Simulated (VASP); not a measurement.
Zr3S2:

```
Zr S
1.0
     2.90254    1.67578    3.48777
    -2.90254    1.67578    3.48777
     0.00000   -3.35156    3.48777
Zr S
3 2
Direct
  0.83873 0.50000 0.16127
  0.50000 0.16127 0.83873
  0.16127 0.83873 0.50000
  0.66502 0.66502 0.66502
  0.33498 0.33498 0.33498
```

The cell comes from a database or a generator and needn't be the stable form of this composition.

* Program: VASP 6.6.1
* Task: single point
* Functional: PBE
* Potentials or basis: VASP PAW PBE potentials, release 64 (Zr_sv, S)
* Cutoff: 520 eV
* k mesh: 6 × 6 × 6
* Occupations: fermi-dirac, width 0.05 eV
* Spin: no spin polarisation

On this cell: pressure -0.9 GPa; largest force 0.055 eV/Å; band gap on the k mesh none (metal or under the smearing width).

The same run follows on a disturbed copy (atoms moved at random, drawn with an rms of 0.05 Å):

```
Zr S
1.0
     2.90254    1.67578    3.48777
    -2.90254    1.67578    3.48777
     0.00000   -3.35156    3.48777
Zr S
3 2
Cartesian
  1.0142 1.7549 5.1890
  0.9705 -1.7382 5.2521
  -2.0798 0.0035 5.2125
  -0.0217 -0.0022 6.9142
  -0.0380 0.0046 3.5445
```

Problem. What changes?

Solution. The energy (extrapolated to zero smearing) moves by +18.3 meV/atom; pressure -1.4 GPa; largest force 0.829 eV/Å; band gap on the k mesh none (metal or under the smearing width).

Forces on the atoms (eV/Å):
```
Zr  -0.503 -0.561  0.309
Zr  -0.059  0.451 -0.395
Zr   0.809  0.033  0.176
S   -0.245  0.182 -0.059
S   -0.001 -0.105 -0.032
```

Stress tensor (GPa, compression positive):
```
-2.15 -0.05  0.22
-0.05 -1.17  0.65
 0.22  0.65 -1.03
```
